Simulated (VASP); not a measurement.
# Lattice of Cu (Copper) across functionals and dispersion corrections, part 2 of 2

Which functional gives the lattice of Cu (Copper) as experiment finds it, and is a dearer one worth its cost? The start is a cell from a database of measured crystal structures.

VASP 6.6.1, plane waves and PAW; the level of theory is named at each step.

Still holding for the runs below: This run has no spin polarisation. Its electron count is odd, so without a moment it is a metal by construction. The k-mesh is coarse for a metal.

So far, final volume (Å³): step 2 (relaxation, level PBE) 12.0; step 3 (relaxation, level LDA) 11.0.

## (4) Relaxation with r2SCAN

This step: r2SCAN; plane waves and PAW (Cu) (VASP 6.6.1).

r2SCAN adds the kinetic-energy density, costs more than a GGA and is run with LASPH.

INCAR

```
SYSTEM = Cu
PREC = Accurate
ENCUT = 520
EDIFF = 1E-06
NELM = 100
ISMEAR = -1
SIGMA = 0.05
LREAL = .FALSE.
ALGO = Normal
METAGGA = R2SCAN
LASPH = .TRUE.
NBANDS = 11
LORBIT = 11
LWAVE = .FALSE.
LCHARG = .FALSE.
KPAR = 2
IBRION = 2
NSW = 60
ISIF = 3
EDIFFG = -0.01
```

POSCAR

```
Cu
1.0
    0.0000000000      1.8065000000      1.8065000000
    1.8065000000      0.0000000000      1.8065000000
    1.8065000000      1.8065000000      0.0000000000
Cu
1
Direct
    0.0000000000      0.0000000000      0.0000000000
```

KPOINTS

```
Automatic mesh
0
Gamma
11 11 11
0 0 0
```

PAW data sets: Cu (PBE family, release 64).

The run is started by

```
$ mpirun -np 2 vasp_std
```

Log:

```text
[banner, memory and clock lines left out]
running    2 mpi-ranks, on    1 nodes
[...]
[... a notice as in an earlier step ...]

 LDA part: xc-table for (None), standard interpolation
 POSCAR, INCAR and KPOINTS ok, starting setup
[...]
entering main loop
       N       E                     dE             d eps       ncg     rms          rms(c)
DAV:   1     0.314529021993E+02    0.31453E+02   -0.55394E+03  1339   0.168E+03
DAV:   2    -0.122133171557E+02   -0.43666E+02   -0.40921E+02  1250   0.203E+02
DAV:   3    -0.133796400351E+02   -0.11663E+01   -0.11606E+01  1368   0.402E+01
DAV:   4    -0.133888975426E+02   -0.92575E-02   -0.92559E-02  1425   0.326E+00
[...]
DAV:  12    -0.108292580629E+02    0.94374E-05   -0.16045E-04  1418   0.250E-01    0.421E-03
DAV:  13    -0.108292591915E+02   -0.11286E-05   -0.82621E-07  1275   0.106E-02    0.353E-03
DAV:  14    -0.108292583970E+02    0.79451E-06   -0.82576E-07   706   0.175E-02
   1 F= -.10829258E+02 E0= -.10828707E+02  d E =-.108293E+02
[... from here on, the cycles between the ionic steps are left out ...]
   2 F= -.10831401E+02 E0= -.10830847E+02  d E =-.214294E-02
   3 F= -.10833482E+02 E0= -.10832935E+02  d E =-.422400E-02
   4 F= -.10833475E+02 E0= -.10832928E+02  d E =-.421632E-02
   5 F= -.10833480E+02 E0= -.10832933E+02  d E =-.422197E-02
[...]
reached required accuracy - stopping structural energy minimisation
```

Elapsed: 47 s, on 2 MPI ranks of AMD EPYC 9R45, shared host; peak memory 0.23 GiB; 91 s of CPU time.

OUTCAR, selected parts (step 4):

```text
  Total        0.0030190      0.0030190      0.0030190     -0.0000000      0.0000000      0.0000000
  in kB        0.4218601      0.4218601      0.4218601     -0.0000000      0.0000000      0.0000000
  external PRESSURE =       0.4218601 kB  Pullay stress =       0.0000000 kB

 POSITION                                       TOTAL-FORCE (eV/Angst)
 -----------------------------------------------------------------------------------
      0.00000      0.00000      0.00000        -0.000000     -0.000000     -0.000000
 -----------------------------------------------------------------------------------
    total drift:                               -0.000000     -0.000000     -0.000000

  FREE ENERGIE OF THE ION-ELECTRON SYSTEM (eV)
  ---------------------------------------------------
  free  energy   TOTEN  =       -10.8334803690 eV

  energy  without entropy=      -10.8323860152  energy(sigma->0) =      -10.83293319

[... 2 parts as in an earlier step ...]

[... 2 further parts left out ...]
[key lines of the parts left out:]
E-fermi :   7.8666
```

The PAW data sets were made with PBE, which is usual practice but a small mismatch for other functionals.

Step by step:

```tsv
step	energy less that of the first step (eV)	largest force (eV/Å)	pressure (GPa)	volume (Å³)
1	0.0000	0.0000	-4.29	11.79
2	-0.0021	0.0000	3.18	11.26
3	-0.0042	0.0000	-0.28	11.48
4	-0.0042	0.0000	0.15	11.46
5	-0.0042	0.0000	0.04	11.47
```

```tsv
conventional cell, symmetrised	before	after	change
a (Å)	3.613	3.579	-0.9 %
b (Å)	3.613	3.579	-0.9 %
c (Å)	3.613	3.579	-0.9 %
volume (Å³/atom)	11.79	11.47	-2.8 %
```

Final coordinates:

```
Cu
1.0
     0.00000    1.78975    1.78975
     1.78975    0.00000    1.78975
     1.78975    1.78975    0.00000
Cu
1
Direct
  0.00000 0.00000 0.00000
```

It ends at 11.47 Å³/atom, -2.8 % from the start, with 0.04 GPa left. The conventional cell has a = 3.579 Å.

## (5) Relaxation with PBE + D3(BJ)

This step: PBE with D3(BJ); plane waves and PAW (Cu) (VASP 6.6.1).

A dispersion term adds the long-range attraction that semilocal functionals lack. D3 with Becke-Johnson damping keeps a finite attraction at short range.

Edit INCAR of step 4 so:

```diff
@@ -9,5 +9,6 @@
 ALGO = Normal
-METAGGA = R2SCAN
+GGA = PE
+IVDW = 12
+NBANDS = 11
 LASPH = .TRUE.
-NBANDS = 11
 LORBIT = 11
```

POSCAR is that of step 4.

KPOINTS is that of step 4.

The run is started by

```
$ mpirun -np 2 vasp_std
```

Log:

```text
[... set-up lines as in an earlier step ...]
 entering main loop
       N       E                     dE             d eps       ncg     rms          rms(c)
[... 12 cycles as in an earlier step ...]
   1 F= -.43160924E+01 E0= -.43154117E+01  d E =-.431609E+01
[...]
N       E                     dE             d eps       ncg     rms          rms(c)
DAV:   1    -0.469786120358E+01   -0.96577E+00   -0.16178E+01  1436   0.858E+01    0.850E+00
DAV:   2    -0.406462277101E+01    0.63324E+00   -0.14637E+01  1406   0.781E+01    0.342E+00
DAV:   3    -0.371878435126E+01    0.34584E+00   -0.20917E+00  1400   0.297E+01    0.102E+00
DAV:   4    -0.369845992356E+01    0.20324E-01   -0.18689E-02  1377   0.223E+00    0.201E-01
DAV:   5    -0.369709768375E+01    0.13622E-02   -0.94560E-03  1408   0.202E+00    0.515E-02
DAV:   6    -0.369706214860E+01    0.35535E-04   -0.10546E-04  1768   0.190E-01    0.126E-02
DAV:   7    -0.369705776057E+01    0.43880E-05   -0.10606E-05  1159   0.602E-02    0.119E-03
DAV:   8    -0.369705809105E+01   -0.33047E-06   -0.14689E-07   739   0.560E-03
   2 F= -.43213607E+01 E0= -.43206822E+01  d E =-.526830E-02
 trial-energy change:   -0.005268  1 .order   -0.004286   -0.027904    0.019331
 step:   0.6201(harm=  0.5907)  dis= 0.00000  next Energy=    -4.324979 (dE=-0.889E-02)
[...]
N       E                     dE             d eps       ncg     rms          rms(c)
DAV:   1    -0.385308504915E+01   -0.15603E+00   -0.24188E+00  1436   0.364E+01    0.299E+00
DAV:   2    -0.375412833618E+01    0.98957E-01   -0.16614E+00  1406   0.256E+01    0.105E+00
DAV:   3    -0.372034705643E+01    0.33781E-01   -0.24157E-01  1406   0.101E+01    0.450E-01
DAV:   4    -0.371644803016E+01    0.38990E-02   -0.73636E-03  1653   0.110E+00    0.496E-02
DAV:   5    -0.371642418284E+01    0.23847E-04   -0.20943E-04  1517   0.287E-01    0.143E-02
DAV:   6    -0.371642399623E+01    0.18661E-06   -0.57889E-06  1012   0.395E-02
   3 F= -.43250105E+01 E0= -.43243425E+01  d E =-.891810E-02
[...]
reached required accuracy - stopping structural energy minimisation
```

Elapsed: 7 s, on 2 MPI ranks; peak memory 0.24 GiB; 13 s of CPU time.

OUTCAR, selected parts (step 5):

```text
 Edisp (eV)   -0.62430

 Edisp (eV)   -0.60859

  Total      -0.00513    -0.00513    -0.00513     0.00000    -0.00000     0.00000
  in kB      -0.72459    -0.72459    -0.72459     0.00000    -0.00000     0.00000
  external pressure =       -0.72 kB  Pullay stress =        0.00 kB

  FREE ENERGIE OF THE ION-ELECTRON SYSTEM (eV)
  ---------------------------------------------------
  free  energy   TOTEN  =        -4.3250105079 eV

  energy  without entropy=       -4.3236745695  energy(sigma->0) =       -4.32434254

[... 3 parts as in an earlier step ...]

[... 2 further parts left out ...]
[key lines of the parts left out:]
E-fermi :   8.1969
```

Dispersion corrections of this kind ignore metallic screening and tend to overbind metals.

The steps of the relaxation:

```tsv
step	energy less that of the first step (eV)	largest force (eV/Å)	pressure (GPa)	volume (Å³)
1	0.0000	0.0000	-5.97	11.79
2	-0.0053	0.0000	4.41	11.06
3	-0.0089	0.0000	-0.07	11.33
```

```tsv
conventional cell, symmetrised	before	after	change
a (Å)	3.613	3.566	-1.3 %
b (Å)	3.613	3.566	-1.3 %
c (Å)	3.613	3.566	-1.3 %
volume (Å³/atom)	11.79	11.33	-3.9 %
```

The relaxed structure:

```xyz
1
Lattice="0.0000 1.7828 1.7828 1.7828 0.0000 1.7828 1.7828 1.7828 0.0000" Properties=species:S:1:pos:R:3 pbc="T T T"
Cu    0.0000    0.0000    0.0000
```

It ends at 11.33 Å³/atom, -3.9 % from the start, with -0.07 GPa left. The conventional cell has a = 3.566 Å. Against plain PBE, the dispersion term moves a by -1.8 %.

## (6) The cells as a table

This step: relaxed cells at several levels; plane waves and PAW (VASP 6.6.1).

Derived from the runs above.

Lengths are those of the conventional cell; cost is the wall time of each run, as given at its step, times its ranks, without the set-up around it. Results by level, by row:

```tsv
level	volume (Å³/atom)	change from the start (%)	a (Å)	cost (core minutes)
PBE	11.97	1.6	3.632	0.22
LDA	10.95	-7.1	3.525	0.213
r2SCAN	11.47	-2.8	3.579	1.57
PBE + D3(BJ)	11.33	-3.9	3.566	0.233
```

## (7) Results

| Property | Result |
| --- | --- |
| volume, PBE | 11.97 Å³/atom |
| volume, LDA | 10.95 Å³/atom |
| volume, r2SCAN | 11.47 Å³/atom |
| volume, PBE + D3(BJ) | 11.33 Å³/atom |

In words: For Cu (Copper) the levels give volumes between 10.95 Å³/atom (LDA) and 11.97 Å³/atom (PBE), a spread of 9.3 %, while the cost of the finished runs spans a factor of 7.3. Within 1 % of experiment on every length: PBE and r2SCAN. The nearest, PBE, is among the cheap ones. Thermal and zero-point expansion, often some tenths of a per cent in length, bear on this order: with the measured lengths lowered by an assumed 0.4 % the nearest becomes r2SCAN. The costs hold the number of ionic steps as well as the price of the functional. Adding D3(BJ) to PBE changes the volume by -5.4 % (a by -1.8 %). Pairwise corrections of the D and TS kind ignore the screening in a metal, so they may overbind here. Within 0.02 Å all end in space group Fm-3m; the runs can't lower the symmetry of the start. The k-sampling is coarse for a metal, so the Fermi level, pressures and the shape of the cell carry errors. Each is a single relaxation on the plane waves of the start cell, so larger changes of volume carry a basis-set error that was not tested here.

Calculation against experiment:

| quantity | measured | PBE | LDA | r2SCAN | PBE + D3(BJ) |
| --- | --- | --- | --- | --- | --- |
| lattice constant a (Å) | 3.615 | 3.632 (+0.5 %) | 3.525 (-2.5 %) | 3.579 (-1.0 %) | 3.566 (-1.4 %) |

Measured values from arxiv:2311.10326 (2023).

How well it matches: For the lattice constant a, of the levels listed nearest comes PBE (+0.5 %, good agreement) and farthest LDA (-2.5 %, a clear miss). The grades are ours: good and fair within 0.7 and 1.5 % for the lattice constant a. Zero-point motion and thermal expansion (measured at up to 300 K) are not in the computed lattice constants.

[Lines on the potential files, build, host, timing and source positions are cut from VASP's logs without a mark.]

[Logs are printed without paths, hosts, clocks, repeated set-up lines and the standing remarks that a program may print on its own settings, such as how far it seeks lower states.]

[Hosts, paths, dates, database ids (printed as entryN), source tags and the programs' standing remarks are cut or masked in the printed files.]

[A measured line is paired with the nearest computed mode of its activity, which favours agreement.]
